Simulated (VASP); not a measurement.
# SbTe4Pt3 (I-42m) in VASP: a series of runs

One crystal, SbTe4Pt3, is run at these levels: PBE; tasks: single point.

Everything below comes from runs of VASP 6.6.1. Logs are shortened: lines on timing, memory, paths and dates and some standing lists are left out, and cuts for length are marked.

## (1) The structure

It takes space group I-42m (No. 121, tetragonal). Conventional cell: a = 6.050 Å, b = 6.050 Å, c = 12.056 Å, α = 90.00°, β = 90.00°, γ = 90.00°. Pt (site symmetry -42m) has 4 Te at 2.61 Å as nearest neighbours. Around Pt (site symmetry -4) lie 4 Te at 2.57 Å. Sb (site symmetry -42m) has 4 Te at 2.72 Å as nearest neighbours. Around Te (site symmetry m) lie 3 Pt at 2.57 to 2.61 Å and 1 Sb at 2.72 Å.

The cell was built by a generator and needn't be a form met in nature.

## (2) Single point, PBE

INCAR reads:

```
PREC = Accurate ; ENCUT = 520
EDIFF = 1E-7 ; ISMEAR = -1
SIGMA = 0.1 ; LREAL = False
LASPH = True ; NELM = 100
ALGO = Normal ; ISIF = 2
LWAVE = False ; LCHARG = True
GGA = PE ; LELF = True
LVHAR = True ; NBANDS = 40
```

KPOINTS reads:

```
regular mesh
0
Gamma
  4 4 4
```

POSCAR reads:

```
SbTe4Pt3
1.0
    0.0000000000      6.0504790000      0.0000000000
    6.0504790000      0.0000000000      0.0000000000
    3.0252400000      3.0252400000     -6.0281410000
Pt Sb Te
3 1 4
Direct
    0.5000000000      0.5000000000      0.0000000000
    0.7500000000      0.2500000000      0.5000000000
    0.2500000000      0.7500000000      0.5000000000
    0.0000000000      0.0000000000      0.0000000000
    0.6108100000      0.6108100000      0.2625800000
    0.3891900000      0.8733900000      0.7374200000
    0.1266100000      0.1266100000      0.2625800000
    0.8733900000      0.3891900000      0.7374200000
```

Potentials or basis: VASP PAW PBE potentials, release 64 (Pt, Sb, Te).

Run with:

```bash
> cat potpaw_PBE.64/Pt/POTCAR potpaw_PBE.64/Sb/POTCAR potpaw_PBE.64/Te/POTCAR > POTCAR
> mpirun -np 1 vasp_std > vasp.out
```

OUTCAR:

```text
PREC = Accurate
   ENCUT = 520
   EDIFF = 1E-7
   ISMEAR = -1
   LREAL = False
   LASPH = True
   NELM = 100
   ISIF = 2
   GGA = PE

 ion  position               nearest neighbor table
   1  0.500  0.500  0.000-   7 2.61   6 2.61   8 2.61   5 2.61
   2  0.750  0.250  0.500-   6 2.57   7 2.57   5 2.57   8 2.57
   3  0.250  0.750  0.500-   8 2.57   7 2.57   5 2.57   6 2.57
   4  0.000  0.000  0.000-   5 2.72   6 2.72   8 2.72   7 2.72
   5  0.611  0.611  0.263-   2 2.57   3 2.57   1 2.61   4 2.72
   6  0.389  0.873  0.737-   2 2.57   3 2.57   1 2.61   4 2.72
   7  0.127  0.127  0.263-   2 2.57   3 2.57   1 2.61   4 2.72
   8  0.873  0.389  0.737-   3 2.57   2 2.57   1 2.61   4 2.72

  LATTYP: Found a body centered tetragonal cell.
 ALAT       =     6.0504790000
 C/A-ratio  =     1.9926161218

  Lattice vectors:

 A1 = (  -3.0252400000,   3.0252390000,   6.0281410000)
 A2 = (   3.0252390000,  -3.0252400000,   6.0281410000)
 A3 = (   3.0252400000,   3.0252400000,  -6.0281410000)

Analysis of symmetry for initial positions (statically):
=====================================================================
 Subroutine PRICEL returns:
 Original cell was already a primitive cell.

 Routine SETGRP: Setting up the symmetry group for a
 body centered tetragonal supercell.

 Subroutine GETGRP returns: Found  8 space group operations
 (whereof  8 operations were pure point group operations)
 out of a pool of 16 trial point group operations.

The static configuration has the point symmetry D_2d.

Analysis of symmetry for dynamics (positions and initial velocities):
=====================================================================
 Subroutine PRICEL returns:
 Original cell was already a primitive cell.

 Routine SETGRP: Setting up the symmetry group for a
 body centered tetragonal supercell.

 Subroutine GETGRP returns: Found  8 space group operations
 (whereof  8 operations were pure point group operations)
 out of a pool of 16 trial point group operations.

The dynamic configuration has the point symmetry D_2d.

 Subroutine INISYM returns: Found  8 space group operations
 (whereof  8 operations are pure point group operations),
 and found     1 'primitive' translations

----------------------------------------------------------------------------------------

                                     Primitive cell

  volume of cell :     220.6800

  direct lattice vectors                    reciprocal lattice vectors
     0.000000000  6.050479000  0.000000000     0.000000000  0.165276171  0.082944324
     6.050479000  0.000000000  0.000000000     0.165276171  0.000000000  0.082944324
     3.025240000  3.025240000 -6.028141000     0.000000000  0.000000000 -0.165888621

  length of vectors
     6.050479000  6.050479000  7.392065884     0.184921533  0.184921533  0.165888621

  position of ions in fractional coordinates (direct lattice)
     0.500000000  0.500000000  0.000000000
     0.750000000  0.250000000  0.500000000
     0.250000000  0.750000000  0.500000000
     0.000000000  0.000000000  0.000000000
     0.610810000  0.610810000  0.262580000
     0.389190000  0.873390000  0.737420000
     0.126610000  0.126610000  0.262580000
     0.873390000  0.389190000  0.737420000

  ion indices of the primitive-cell ions
   primitive index   ion index
                 1           1
                 2           2
                 3           3
                 4           4
                 5           5
                 6           6
                 7           7
                 8           8

----------------------------------------------------------------------------------------

 KPOINTS: regular mesh

Automatic generation of k-mesh.
 Grid dimensions read from file:
 generate k-points for:    4    4    4

 Generating k-lattice:

  Cartesian coordinates                     Fractional coordinates (reciprocal lattice)
     0.000000000  0.041319043  0.020736081     0.250000000  0.000000000 -0.000000000
     0.041319043  0.000000000  0.020736081     0.000000000  0.250000000 -0.000000000
     0.000000000  0.000000000 -0.041472155     0.000000000  0.000000000  0.250000000

  Length of vectors
     0.046230383  0.046230383  0.041472155

  Shift w.r.t. Gamma in fractional coordinates (k-lattice)
     0.000000000  0.000000000  0.000000000

 Subroutine IBZKPT returns following result:
 ===========================================

 Found     13 irreducible k-points:

 Following reciprocal coordinates:
            Coordinates               Weight
  0.000000  0.000000  0.000000      1.000000
  0.250000  0.000000  0.000000      8.000000
  0.500000  0.000000  0.000000      4.000000
  0.250000  0.250000  0.000000      8.000000
  0.500000  0.250000  0.000000     16.000000
 -0.250000  0.250000  0.000000      4.000000
  0.500000  0.500000  0.000000      2.000000
  0.000000  0.000000  0.250000      2.000000
  0.500000  0.000000  0.250000      4.000000
 -0.250000  0.000000  0.250000      8.000000
  0.500000  0.500000  0.250000      2.000000
 -0.250000 -0.250000  0.250000      4.000000
  0.000000  0.000000  0.500000      1.000000
   k-points           NKPTS =     13   k-points in BZ     NKDIM =     13   number of bands    NBANDS=     40
   number of dos      NEDOS =    301   number of ions     NIONS =      8
   total plane-waves  NPLWV = 129024
   dimension x,y,z NGX =    48 NGY =   48 NGZ =   56
   dimension x,y,z NGXF=    96 NGYF=   96 NGZF=  112
   ions per type =               3   1   4
   NGX,Y,Z   is equivalent  to a cutoff of  13.19, 13.19, 12.59 a.u.
   NGXF,Y,Z  is equivalent  to a cutoff of  26.38, 26.38, 25.19 a.u.
 SYSTEM =  unknown system
   PREC   = accura    normal or accurate (medium, high low for compatibility)
   ISTART =      0    job   : 0-new  1-cont  2-samecut
   ICHARG =      2    charge: 1-file 2-atom 10-const
   ISPIN  =      1    spin polarized calculation?
   LNONCOLLINEAR =      F non collinear calculations
   LSORBIT =      F    spin-orbit coupling
   LASPH  =      T    aspherical Exc in radial PAW
   ENCUT  =  520.0 eV  38.22 Ry    6.18 a.u.  11.25 11.25 13.74*2*pi/ulx,y,z
   NELM   =    100;   NELMIN=  2; NELMDL= -5     # of ELM steps
   EDIFF  = 0.1E-06   stopping-criterion for ELM
   LREAL  =      F    real-space projection
   EDIFFG = 0.1E-05   stopping-criterion for IOM
   NSW    =      0    number of steps for IOM
   IBRION =     -1    ionic relax: 0-MD 1-quasi-New 2-CG
   NFREE  =      0    steps in history (QN), initial steepest desc. (CG)
   ISIF   =      2    stress and relaxation
   ISYM   =      2    0-nonsym 1-usesym 2-fastsym
   POTIM  = 0.5000    time-step for ionic-motion
   TEBEG  =    0.0;   TEEND  =   0.0 temperature during run
   PSTRESS=    0.0 pullay stress
   NELECT =      59.0000    total number of electrons
   NUPDOWN=      -1.0000    fix difference up-down
   EMIN   =  10.00;   EMAX   =-10.00  energy-range for DOS
   EFERMI =   0.00;   METHOD = LEGACY
   ISMEAR =    -1;   SIGMA  =   0.10  broadening in eV -4-tet -1-fermi 0-gaus
   EFERMI_NEDOS =   21; number of points for ismear=-14 and -15
   IALGO  =     38    algorithm
   IMIX   =      4    mixing-type and parameters
     AMIX     =   0.40;   BMIX     =  1.00
     AMIX_MAG =   1.60;   BMIX_MAG =  1.00
  volume/ion in A,a.u.               =      27.58       186.15
  Fermi-wavevector in a.u.,A,eV,Ry     =   1.054641  1.992982 15.133311  1.112267
  Thomas-Fermi vector in A             =   2.189809
   LORBIT       =      0    0 simple, 1 ext, 2 COOP (PROOUT), +10 PAW based schemes
   GGA     = PE    functional components
   LHFCALC =     F    Hartree Fock is set to
   AEXX    =    0.0000 exact exchange contribution
   IVDW    =     0    specifies the selected vdW correction
   LEPSILON=     F    determine dielectric tensor
   LRPA    =     F    only Hartree local field effects (RPA)
 non-spin polarized calculation
  energy-cutoff  :      520.00
  volume of cell :      220.68
 maximum number of plane-waves:      5982
 NGX is ok and might be reduce to    48
   NGX = 23   NGY = 23   NGZ = 27

 number of electron      59.0000005 magnetization

 Free energy of the ion-electron system (eV)
  ---------------------------------------------------
  ext. energy  EPLUGINS =         0.00000000
  ---------------------------------------------------
  free energy    TOTEN  =       -34.94464643 eV

  energy without entropy =      -34.80102362  energy(sigma->0) =      -34.87283502

 E-fermi :   6.8367     XC(G=0):  -9.7428

 val. band max:        6.8293670626   @ k =   0.5000   0.5000   0.0000
 cond. band min:       6.8421994746   @ k =   0.5000   0.5000   0.2500
 fundamental gap:      0.0128324120
 Fermi energy:         6.8367119506

 k-point     1 :       0.0000    0.0000    0.0000
  band No.  band energies     occupation
      1      -6.9233      2.00000
      2      -5.2068      2.00000
      3      -5.2009      2.00000
      4      -5.2009      2.00000
      5      -2.8510      2.00000
      6       0.9039      2.00000
[... 32 lines left out ...]
     39      11.9966      0.00000
     40      11.9966      0.00000

 k-point     2 :       0.2500    0.0000    0.0000
  band No.  band energies     occupation
      1      -6.7433      2.00000
      2      -5.4343      2.00000
      3      -5.2885      2.00000
      4      -5.2550      2.00000
      5      -2.6395      2.00000
      6       0.8905      2.00000
[... 32 lines left out ...]
     39      11.5981      0.00000
     40      11.7064      0.00000

 k-point     3 :       0.5000    0.0000    0.0000
  band No.  band energies     occupation
      1      -6.4567      2.00000
      2      -5.7749      2.00000
      3      -5.3666      2.00000
      4      -5.3022      2.00000
      5      -2.4294      2.00000
      6       0.8929      2.00000
[... 380 lines left out ...]
  band No.  band energies     occupation
      1      -6.3858      2.00000
      2      -5.7351      2.00000
      3      -5.4424      2.00000
      4      -5.3834      2.00000
      5      -2.4180      2.00000
      6       0.8484      2.00000
[... 32 lines left out ...]
     39      11.8299      0.00000
     40      12.0961      0.00000

 k-point    13 :       0.0000    0.0000    0.5000
  band No.  band energies     occupation
      1      -6.5185      2.00000
      2      -5.9192      2.00000
      3      -5.2044      2.00000
      4      -5.2044      2.00000
      5      -2.5950      2.00000
      6       0.6842      2.00000
[... 32 lines left out ...]
     39      10.9284      0.00000
     40      12.3389      0.00000

------------------------ aborting loop because EDIFF is reached ----------------------------------------

  FORCE on cell =-STRESS in cart. coord.  units (eV):
  Direction    XX          YY          ZZ          XY          YZ          ZX
  --------------------------------------------------------------------------------------
  -------------------------------------------------------------------------------------
  Total        9.2114354      9.2114354      9.6660837      0.0000000     -0.0000008     -0.0000008
  in kB       66.8767213     66.8767213     70.1775525      0.0000000     -0.0000058     -0.0000058
  external PRESSURE =      67.9769984 kB  Pullay stress =       0.0000000 kB

 VOLUME and BASIS-vectors are now :
 -----------------------------------------------------------------------------
  energy-cutoff  :      520.00
  volume of cell :      220.68
      direct lattice vectors                 reciprocal lattice vectors
     0.000000000  6.050479000  0.000000000     0.000000000  0.165276171  0.082944324
     6.050479000  0.000000000  0.000000000     0.165276171  0.000000000  0.082944324
     3.025240000  3.025240000 -6.028141000     0.000000000  0.000000000 -0.165888621

 POSITION                                       TOTAL-FORCE (eV/Angst)
 -----------------------------------------------------------------------------------
      3.02524      3.02524      0.00000         0.000000     -0.000000      0.000000
      3.02524      6.05048     -3.01407         0.000000     -0.000000      0.000000
      6.05048      3.02524     -3.01407         0.000000      0.000000      0.000000
      0.00000      0.00000      0.00000         0.000000      0.000000      0.000000
      4.49006      4.49006     -1.58287        -0.884362     -0.884362     -0.552730
      7.51530      4.58566     -4.44527        -0.884362      0.884362      0.552730
      1.56042      1.56042     -1.58287         0.884362      0.884362     -0.552730
      4.58566      7.51530     -4.44527         0.884362     -0.884362      0.552730
 -----------------------------------------------------------------------------------
    total drift:                                0.000019      0.000019     -0.000000

  FREE ENERGIE OF THE ION-ELECTRON SYSTEM (eV)
  ---------------------------------------------------
  free  energy   TOTEN  =       -34.9446464279 eV

  energy  without entropy=      -34.8010236203  energy(sigma->0) =      -34.87283502
```

Run time: 2 min. Hardware: 1 thread of Intel Xeon Platinum 8488C (Sapphire Rapids), shared host; peak memory 0.39 GiB.

What came out:

* Free energy: -34.9446 eV
* Pressure: 6.8 GPa
* Largest force: 1.367 eV/Å
* Band gap on the k mesh: none (metal or under the smearing width)

Forces in eV/Å, atoms in the order of the input:
```
Pt   0.000  0.000  0.000
Pt   0.000  0.000  0.000
Pt   0.000  0.000  0.000
Sb   0.000  0.000  0.000
Te  -0.884 -0.884 -0.553
Te  -0.884  0.884  0.553
Te   0.884  0.884 -0.553
Te   0.884 -0.884  0.553
```

Stress tensor (GPa, compression positive):
```
6.69 0.00 0.00
0.00 6.69 0.00
0.00 0.00 7.02
```

Levels at points of the mesh, in eV from the Fermi level:
```tsv
k point	band 27	band 28	band 29	band 30	band 31	band 32
(0.00, 0.00, 0.00)	-1.64	-1.22	-0.14	1.25	1.46	1.46
(0.50, 0.00, 0.00)	-1.10	-0.76	-0.69	-0.35	-0.03	1.45
(0.50, 0.50, 0.00)	-0.41	-0.40	-0.01	0.15	0.59	0.78
(0.00, 0.00, 0.50)	-0.86	-0.64	-0.64	-0.42	-0.42	1.10
```

Caveat: forces of over 1 eV/Å show positions far from the minimum, so gaps and moduli don't describe the material at rest. The run has no spin-orbit coupling, so splittings on Pt, Sb, Te are missing.

[end of part 1 of 2]
